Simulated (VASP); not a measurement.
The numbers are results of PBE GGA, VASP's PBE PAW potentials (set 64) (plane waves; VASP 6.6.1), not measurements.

VASP input:

KPOINTS:
```
K-points
0
G
  7 7 7
0 0 0
```

POSCAR:
```
NaCl
1
    0.0000000000     2.8200000000     2.8200000000
    2.8200000000     0.0000000000     2.8200000000
    2.8200000000     2.8200000000     0.0000000000
Na Cl
1 1
Direct
  0.0000000000   0.0000000000   0.0000000000
  0.5000000000   0.5000000000   0.5000000000
```

### INCAR
```
! general
SYSTEM = NaCl
PREC   = Accurate
ENCUT  = 300
LREAL  = F
LASPH  = T

! electronic loop
EDIFF  = 1E-6
NELM   = 100
ALGO   = Normal

! smearing
ISMEAR = -1
SIGMA  = 0.02

! functional
GGA    = PE

! ions
ISIF   = 2

! output
LWAVE  = F
LCHARG = F
```

POTCAR, in this order: Na_pv Cl (PBE.64 set). Program: vasp_std.

Problem. Predict the energy per atom (σ→0), band gap (on the k-mesh).

Solution. 
```json
{
 "energy per atom (σ→0)": "-3.388 eV/atom",
 "band gap (on the k-mesh)": "5.10 eV"
}
```

**OSZICAR**
```
...
DAV:   6    -0.678131254391E+01    0.19150E+00   -0.38410E-01   511   0.407E+00    0.167E+00
DAV:   7    -0.676947252442E+01    0.11840E-01   -0.90581E-02   511   0.199E+00    0.111E+00
DAV:   8    -0.677501510592E+01   -0.55426E-02   -0.91871E-03   464   0.101E+00    0.231E-01
DAV:   9    -0.677496546542E+01    0.49641E-04   -0.17438E-04   542   0.125E-01    0.123E-01
DAV:  10    -0.677510144756E+01   -0.13598E-03   -0.27553E-04   467   0.150E-01    0.392E-02
DAV:  11    -0.677509638540E+01    0.50622E-05   -0.15608E-05   506   0.415E-02    0.436E-03
DAV:  12    -0.677509721341E+01   -0.82801E-06   -0.76512E-07   473   0.964E-03
   1 F= -.67750972E+01 E0= -.67750972E+01  d E =-.110824E-12
```

The structure is a typed NaCl crystal (Fm-3m). The cell was not relaxed at this level.
